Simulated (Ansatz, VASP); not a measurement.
**BN in two plane-wave programs**

Wanted: the spread between two codes on one cell, functional and k mesh. The cell is taken from a series of runs on this material, whose earlier steps may have relaxed, scaled, displaced or heated it; both programs get it as it stands.

Main program and level: Ansatz 0.2.0; plane waves, with VASP 6.6.1 beside it; dielectric response at PBE.

**1. The starting structure**

Symmetry: P6_3mc, No. 186, hexagonal system. Conventional cell: a = 2.536 Å, b = 2.536 Å, c = 4.199 Å, α = 90.00°, β = 90.00°, γ = 120.00°. Nearest to N lie 4 B at 1.56 to 1.57 Å. B has 4 N at 1.56 to 1.57 Å nearest. Farther neighbours and most contacts between anions are not listed.

**2. VASP: dielectric response, PBE**

The response to a field tests empty states and converges slowly with the mesh.

Lines of VASP's logs that name or quote its potential files are left out, and so is its time.

INCAR

```
SYSTEM = BN
PREC = Accurate
ENCUT = 520
EDIFF = 1E-08
NELM = 120
ISMEAR = 0
SIGMA = 0.01
LREAL = .FALSE.
ALGO = Normal
GGA = PE
NBANDS = 14
LORBIT = 11
LWAVE = .FALSE.
LCHARG = .FALSE.
ISIF = 2
LEPSILON = .TRUE.
LASPH = .TRUE.
GGA_COMPAT = .FALSE.
EFERMI = MIDGAP
```

POSCAR

```
BN
1.0
    2.5360000000      0.0000000000      0.0000000000
   -1.2680000000      2.1962404240      0.0000000000
    0.0000000000      0.0000000000      4.1990000000
N B
2 2
Direct
    0.3333333333      0.6666666667      0.8750000000
    0.6666666667      0.3333333333      0.3750000000
    0.3333333333      0.6666666667      0.5000000000
    0.6666666667      0.3333333333      0.0000000000
```

KPOINTS

```
Automatic mesh
0
Gamma
10 10 5
0 0 0
```

The projector-augmented-wave data sets are N and B (PBE family, release 64).

Run with:

```
> export OMP_NUM_THREADS=3
> mpirun -np 1 vasp_std
```

Numbers of over 12 decimals in the logs are rounded to 6 here.

Output:

```text
[banner, memory and clock lines left out]
running    1 mpi-ranks, on    1 nodes
 distrk:  each k-point on    1 cores,    1 groups
 distr:  one band on    1 cores,    1 groups
 Offloading initialized ...    1 GPUs detected
 POSCAR found type information on POSCAR N B
 POSCAR found :  2 types and       4 ions
 LDA part: xc-table for (Slater+PW92), standard interpolation
 POSCAR, INCAR and KPOINTS ok, starting setup
 FFT: planning ... GRIDC
 FFT: planning ... GRID_SOFT
 FFT: planning ... GRID
 WAVECAR not read
 entering main loop
       N       E                     dE             d eps       ncg     rms          rms(c)
DAV:   1     0.400936735042E+02    0.40094E+02   -0.85565E+03  1176   0.112E+03
DAV:   2    -0.343948748534E+02   -0.74489E+02   -0.69984E+02  1594   0.247E+02
DAV:   3    -0.367865497961E+02   -0.23917E+01   -0.23833E+01  1638   0.424E+01
DAV:   4    -0.367963164604E+02   -0.97667E-02   -0.97660E-02  1242   0.291E+00
DAV:   5    -0.367963856568E+02   -0.69196E-04   -0.69195E-04  1602   0.223E-01    0.958E+00
DAV:   6    -0.349959967792E+02    0.18004E+01   -0.35756E+00  1482   0.156E+01    0.459E+00
DAV:   7    -0.348490295555E+02    0.14697E+00   -0.28327E-01  1380   0.462E+00    0.276E+00
DAV:   8    -0.348197702345E+02    0.29259E-01   -0.63984E-02  1308   0.219E+00    0.244E-01
DAV:   9    -0.348187214789E+02    0.10488E-02   -0.22620E-03  1554   0.507E-01    0.132E-01
DAV:  10    -0.348189744541E+02   -0.25298E-03   -0.40762E-04  1386   0.178E-01    0.261E-02
DAV:  11    -0.348189803099E+02   -0.58558E-05   -0.51047E-05  1524   0.627E-02    0.142E-02
DAV:  12    -0.348189814116E+02   -0.11016E-05   -0.71848E-06  1476   0.261E-02    0.203E-03
DAV:  13    -0.348189815327E+02   -0.12113E-06   -0.20682E-07  1464   0.489E-03    0.862E-04
DAV:  14    -0.348189815404E+02   -0.77493E-08   -0.13247E-08  1170   0.122E-03
   1 F= -.34818982E+02 E0= -.34818982E+02  d E =0.000000E+00
 Linear response reoptimize wavefunctions to high precision
DAV:   1    -0.348189815506E+02   -0.10160E-07   -0.66538E-09  1482   0.626E-04
DAV:   2    -0.348189815506E+02   -0.57554E-11   -0.57910E-11   726   0.807E-05
 Linear response G [H, r] |phi>, progress :
  Direction:   1
       N       E                     dE             d eps       ncg     rms
RMM:   1    -0.636124374876E+02   -0.63612E+02    0.72272E+01  2775   0.771E+01
RMM:   2    -0.542988401672E+02    0.93136E+01   -0.41312E+00  1985   0.179E+01
RMM:   3    -0.543303101250E+02   -0.31470E-01   -0.30699E-02  2213   0.140E+00
RMM:   4    -0.543318111418E+02   -0.15010E-02   -0.31849E-04  2350   0.188E-01
RMM:   5    -0.543318490296E+02   -0.37888E-04    0.74972E-06  2368   0.260E-02
RMM:   6    -0.543318517371E+02   -0.27076E-05    0.59678E-06  2380   0.425E-03
RMM:   7    -0.543318517985E+02   -0.61360E-07    0.58298E-06  2241   0.760E-04
RMM:   8    -0.543318517711E+02    0.27402E-07    0.55637E-06  1789   0.169E-04
RMM:   9    -0.543318517943E+02   -0.23149E-07    0.27040E-06  1608   0.920E-05
RMM:  10    -0.543318518149E+02   -0.20629E-07   -0.26990E-05  1536   0.806E-05
RMM:  11    -0.543318518350E+02   -0.20088E-07   -0.32906E-05  1530   0.808E-05
RMM:  12    -0.543318519008E+02   -0.65862E-07   -0.18233E-05  1483   0.807E-05
RMM:  13    -0.543318519278E+02   -0.26997E-07   -0.29849E-05  1404   0.810E-05
 Linear response G [H, r] |phi>, progress :
  Direction:   2
       N       E                     dE             d eps       ncg     rms
RMM:   1    -0.709273680034E+02   -0.70927E+02   -0.29965E+01  2638   0.739E+01
RMM:   2    -0.640262707482E+02    0.69011E+01   -0.31564E+00  1970   0.156E+01
RMM:   3    -0.640269015859E+02   -0.63084E-03   -0.22261E-02  2221   0.113E+00
RMM:   4    -0.640272396903E+02   -0.33810E-03    0.62856E-04  2334   0.148E-01
RMM:   5    -0.640273287643E+02   -0.89074E-04    0.13464E-04  2320   0.190E-02
RMM:   6    -0.640273457049E+02   -0.16941E-04   -0.23672E-05  2354   0.291E-03
RMM:   7    -0.640273468813E+02   -0.11764E-05   -0.35378E-05  2141   0.489E-04
RMM:   8    -0.640273471285E+02   -0.24715E-06   -0.38667E-05  1706   0.119E-04
RMM:   9    -0.640273470977E+02    0.30824E-07   -0.40773E-05  1538   0.777E-05
RMM:  10    -0.640273469599E+02    0.13772E-06   -0.45260E-05  1498   0.742E-05
RMM:  11    -0.640273470529E+02   -0.92955E-07   -0.47005E-05  1464   0.749E-05
RMM:  12    -0.640273471656E+02   -0.11273E-06   -0.46247E-05  1382   0.754E-05
 Linear response G [H, r] |phi>, progress :
  Direction:   3
       N       E                     dE             d eps       ncg     rms
RMM:   1    -0.664813040927E+02   -0.66481E+02    0.20837E+01  2643   0.739E+01
RMM:   2    -0.590429748216E+02    0.74383E+01   -0.30678E+00  1955   0.156E+01
RMM:   3    -0.590738262830E+02   -0.30851E-01   -0.23839E-02  2114   0.118E+00
RMM:   4    -0.590748499632E+02   -0.10237E-02   -0.36303E-04  2274   0.155E-01
RMM:   5    -0.590748644553E+02   -0.14492E-04   -0.15353E-05  2242   0.205E-02
RMM:   6    -0.590748649346E+02   -0.47936E-06   -0.16131E-06  2234   0.323E-03
RMM:   7    -0.590748648433E+02    0.91322E-07   -0.35163E-07  2020   0.584E-04
RMM:   8    -0.590748648147E+02    0.28608E-07   -0.26351E-07  1586   0.138E-04
RMM:   9    -0.590748647965E+02    0.18200E-07   -0.39514E-07  1457   0.848E-05
RMM:  10    -0.590748647974E+02   -0.90751E-09   -0.86148E-07  1389   0.756E-05
RMM:  11    -0.590748648038E+02   -0.64065E-08   -0.30728E-06  1346   0.752E-05
RMM:  12    -0.590748648012E+02    0.25952E-08   -0.11734E-05  1294   0.757E-05
RMM:  13    -0.590748647850E+02    0.16245E-07   -0.18097E-05  1206   0.757E-05
 Linear response to external field (no local field effect), progress :
  Direction:   1
       N       E                     dE             d eps       ncg     rms          rms(c)
RMM:   1    -0.198219799292E+00   -0.19822E+00   -0.56980E-01  2411   0.265E+00
RMM:   2    -0.199717888630E+00   -0.14981E-02   -0.14061E-03  1962   0.288E-01
RMM:   3    -0.199729858486E+00   -0.11970E-04   -0.10648E-05  2087   0.205E-02
RMM:   4    -0.199730022539E+00   -0.16405E-06   -0.17066E-07  2146   0.241E-03
RMM:   5    -0.199730025303E+00   -0.27646E-08   -0.26316E-09  1900   0.307E-04
 change of polarisation eV/A/(eV/A) component  1 :     0.399    -0.161    -0.047
 dielectric tensor                  component  1 :     4.091    -1.246    -0.366
 Linear response to external field (no local field effect), progress :
  Direction:   2
       N       E                     dE             d eps       ncg     rms          rms(c)
RMM:   1    -0.269957753186E+00   -0.26996E+00   -0.81750E-01  2376   0.286E+00
RMM:   2    -0.271325366096E+00   -0.13676E-02   -0.17446E-03  1958   0.300E-01
RMM:   3    -0.271338369430E+00   -0.13003E-04   -0.12298E-05  2075   0.209E-02
RMM:   4    -0.271338560456E+00   -0.19103E-06   -0.20408E-07  2146   0.240E-03
RMM:   5    -0.271338563382E+00   -0.29263E-08   -0.41379E-09  1854   0.315E-04
 change of polarisation eV/A/(eV/A) component  2 :    -0.161     0.543    -0.028
 dielectric tensor                  component  2 :    -1.246     5.199    -0.217
 Linear response to external field (no local field effect), progress :
  Direction:   3
       N       E                     dE             d eps       ncg     rms          rms(c)
RMM:   1    -0.244888419657E+00   -0.24489E+00   -0.76792E-01  2332   0.268E+00
RMM:   2    -0.246375384179E+00   -0.14870E-02   -0.16496E-03  1946   0.279E-01
RMM:   3    -0.246388133592E+00   -0.12749E-04   -0.97576E-06  2021   0.188E-02
RMM:   4    -0.246388279403E+00   -0.14581E-06   -0.13357E-07  2086   0.203E-03
RMM:   5    -0.246388282539E+00   -0.31358E-08   -0.96185E-10  1699   0.246E-04
 change of polarisation eV/A/(eV/A) component  3 :    -0.047    -0.028     0.493
 dielectric tensor                  component  3 :    -0.366    -0.217     4.813
 Linear response to external field, progress :
  Direction:   1
       N       E                     dE             d eps       ncg     rms          rms(c)
RMM:   1    -0.234125701174E+00   -0.23413E+00   -0.69402E-01  8062   0.274E+00
RMM:   2    -0.235521843104E+00   -0.13961E-02   -0.15579E-03  6650   0.290E-01    0.817E-01
RMM:   3    -0.233700513421E+00    0.18213E-02   -0.24759E-03  6934   0.358E-01    0.491E-01
RMM:   4    -0.245886360517E+00   -0.12186E-01   -0.35761E-03  7076   0.442E-01    0.637E-02
RMM:   5    -0.247507394366E+00   -0.16210E-02   -0.77967E-05  7160   0.709E-02    0.562E-03
RMM:   6    -0.247571990110E+00   -0.64596E-04   -0.75396E-07  7533   0.719E-03    0.293E-03
RMM:   7    -0.247628322251E+00   -0.56332E-04   -0.26857E-07  7296   0.493E-03    0.275E-04
RMM:   8    -0.247632051097E+00   -0.37288E-05   -0.82339E-09  7444   0.362E-04    0.127E-04
RMM:   9    -0.247631633308E+00    0.41779E-06   -0.44642E-08  6354   0.254E-04    0.170E-05
RMM:  10    -0.247631696339E+00   -0.63031E-07    0.23405E-09  4270   0.316E-05    0.487E-06
 change of polarisation eV/A/(eV/A) component  1 :     0.458    -0.020     0.000
 dielectric tensor                  component  1 :     4.547    -0.156     0.000
 Linear response to external field, progress :
  Direction:   2
       N       E                     dE             d eps       ncg     rms          rms(c)
RMM:   1    -0.234174694421E+00   -0.23417E+00   -0.69451E-01  8029   0.271E+00
RMM:   2    -0.235522130631E+00   -0.13474E-02   -0.15499E-03  6599   0.288E-01    0.817E-01
RMM:   3    -0.233700806285E+00    0.18213E-02   -0.24672E-03  6897   0.358E-01    0.491E-01
RMM:   4    -0.245885796989E+00   -0.12185E-01   -0.35773E-03  7072   0.442E-01    0.637E-02
RMM:   5    -0.247506440713E+00   -0.16206E-02   -0.78112E-05  7110   0.710E-02    0.560E-03
RMM:   6    -0.247571899153E+00   -0.65458E-04   -0.76765E-07  7501   0.721E-03    0.294E-03
RMM:   7    -0.247627575624E+00   -0.55676E-04   -0.25372E-07  7238   0.486E-03    0.240E-04
RMM:   8    -0.247631731811E+00   -0.41562E-05    0.16759E-08  7422   0.313E-04    0.101E-04
RMM:   9    -0.247631368813E+00    0.36300E-06    0.90741E-08  6342   0.242E-04    0.478E-05
RMM:  10    -0.247631681090E+00   -0.31228E-06   -0.31460E-10  4358   0.418E-05    0.796E-06
 change of polarisation eV/A/(eV/A) component  2 :    -0.063     0.458    -0.000
 dielectric tensor                  component  2 :    -0.485     4.547    -0.000
 Linear response to external field, progress :
  Direction:   3
       N       E                     dE             d eps       ncg     rms          rms(c)
RMM:   1    -0.244888419657E+00   -0.24489E+00   -0.76792E-01  2332   0.268E+00
RMM:   2    -0.246375381658E+00   -0.14870E-02   -0.16496E-03  1946   0.279E-01    0.845E-01
RMM:   3    -0.244908192041E+00    0.14672E-02   -0.22838E-03  1994   0.347E-01    0.508E-01
RMM:   4    -0.257934824697E+00   -0.13027E-01   -0.34221E-03  2012   0.436E-01    0.609E-02
RMM:   5    -0.259437629503E+00   -0.15028E-02   -0.76471E-05  2025   0.693E-02    0.567E-03
RMM:   6    -0.259500805381E+00   -0.63176E-04   -0.74172E-07  2129   0.715E-03    0.292E-03
RMM:   7    -0.259548413458E+00   -0.47608E-04   -0.19564E-07  2091   0.410E-03    0.236E-04
RMM:   8    -0.259557143321E+00   -0.87299E-05   -0.60821E-09  2161   0.498E-04    0.804E-05
RMM:   9    -0.259557141776E+00    0.15456E-08   -0.88578E-10  1817   0.206E-04    0.338E-05
 change of polarisation eV/A/(eV/A) component  3 :    -0.047    -0.028     0.481
 dielectric tensor                  component  3 :    -0.367    -0.218     4.720
 Born effective charges drift removed
```

Parts of OUTCAR (step 2):

```text
ion  position               nearest neighbor table
   1  0.333  0.667  0.875-   4 1.56   4 1.56   4 1.56   3 1.57
   2  0.667  0.333  0.375-   3 1.56   3 1.56   3 1.56   4 1.57
   3  0.333  0.667  0.500-   2 1.56   2 1.56   2 1.56   1 1.57
   4  0.667  0.333  0.000-   1 1.56   1 1.56   1 1.56   2 1.57

  LATTYP: Found a hexagonal cell.
 ALAT       =     2.5360000000
 C/A-ratio  =     1.6557570978

 Subroutine GETGRP returns: Found 12 space group operations
 (whereof  6 operations were pure point group operations)

The static configuration has the point symmetry C_3v.
 The point group associated with its full space group is C_6v.

 Found     42 irreducible k-points:

   k-points           NKPTS =     42   k-points in BZ     NKDIM =     42   number of bands    NBANDS=     14

   dimension x,y,z NGX =    20 NGY =   20 NGZ =   32
   dimension x,y,z NGXF=    40 NGYF=   40 NGZF=   64

   ENCUT  =  520.0 eV  38.22 Ry    6.18 a.u.   4.72  4.72  7.81*2*pi/ulx,y,z

   NELECT =      16.0000    total number of electrons

 k-points in reciprocal lattice and weights: Automatic mesh
   0.00000000  0.00000000  0.00000000       0.002
   0.10000000  0.00000000  0.00000000       0.012
   0.20000000  0.00000000  0.00000000       0.012
   0.30000000  0.00000000  0.00000000       0.012
   0.40000000  0.00000000  0.00000000       0.012
   0.50000000  0.00000000  0.00000000       0.006
   0.10000000  0.10000000  0.00000000       0.012
   0.20000000  0.10000000  0.00000000       0.024
   0.30000000  0.10000000  0.00000000       0.024
[...]
0.40000000  0.20000000  0.40000000       0.024
   0.30000000  0.30000000  0.40000000       0.024

 average (electrostatic) potential at core
       1 -60.2689       2 -60.2689       3 -24.3387       4 -24.3387

  Total        1.2670585      1.2670585      1.0890166      0.0000000      0.0000000      0.0000000
  in kB       86.8025050     86.8025050     74.6053696      0.0000000      0.0000000      0.0000000
  external PRESSURE =      82.7367932 kB  Pullay stress =       0.0000000 kB

  energy-cutoff  :      520.00
  volume of cell :       23.39
      direct lattice vectors                 reciprocal lattice vectors
     2.536000000  0.000000000  0.000000000     0.394321767  0.227661778 -0.000000000
    -1.268000000  2.196240424  0.000000000     0.000000000  0.455323556  0.000000000
     0.000000000  0.000000000  4.199000000     0.000000000 -0.000000000  0.238151941

 POSITION                                       TOTAL-FORCE (eV/Angst)
 -----------------------------------------------------------------------------------
     -0.00000      1.46416      3.67413        -0.000000      0.000000     -0.057814
      1.26800      0.73208      1.57462        -0.000000      0.000000     -0.057814
     -0.00000      1.46416      2.09950         0.000000     -0.000000      0.057814
      1.26800      0.73208      0.00000         0.000000      0.000000      0.057814
 -----------------------------------------------------------------------------------
    total drift:                               -0.000000      0.000000     -0.000033

 MACROSCOPIC STATIC DIELECTRIC TENSOR (including local field effects in DFT)
 ------------------------------------------------------
           4.547059     0.000000     0.000000
           0.000000     4.547059    -0.000000
           0.000000     0.000000     4.719635
 ------------------------------------------------------

 PIEZOELECTRIC TENSOR (including local field effects)  for field in x, y, z        (C/m^2)
          XX          YY          ZZ          XY          YZ          ZX
  --------------------------------------------------------------------------------
  x     0.00000     0.00000     0.00000    -0.00000     0.00000     0.61547
  y    -0.00000     0.00000     0.00000     0.00000     0.61547     0.00000
  z     0.51486     0.51486    -1.07027     0.00000    -0.00000     0.00000

 BORN EFFECTIVE CHARGES (including local field effects) (in |e|, cummulative output)
 ---------------------------------------------------------------------------------
 ion    1
    1    -1.83746     0.00000    -0.00000
    2     0.00000    -1.83746     0.00000
    3     0.00000     0.00000    -1.93859
 ion    2
    1    -1.83746    -0.00000     0.00000
    2    -0.00000    -1.83746     0.00000
    3    -0.00000     0.00000    -1.93859
 ion    3
    1     1.83746     0.00000     0.00000
    2     0.00000     1.83746    -0.00000
    3     0.00000    -0.00000     1.93859
 ion    4
    1     1.83746     0.00000     0.00000
    2     0.00000     1.83746     0.00000
    3     0.00000     0.00000     1.93859
```

(Part 1 of 2 ends here.)

[Lines on the potential files, build, host, timing and source positions are cut from VASP's logs without a mark.]

[Logs are printed without paths, hosts, clocks, repeated set-up lines and the standing remarks that a program may print on its own settings, such as how far it seeks lower states.]

[Hosts, paths, dates, database ids (printed as entryN), source tags and the programs' standing remarks are cut or masked in the printed files.]
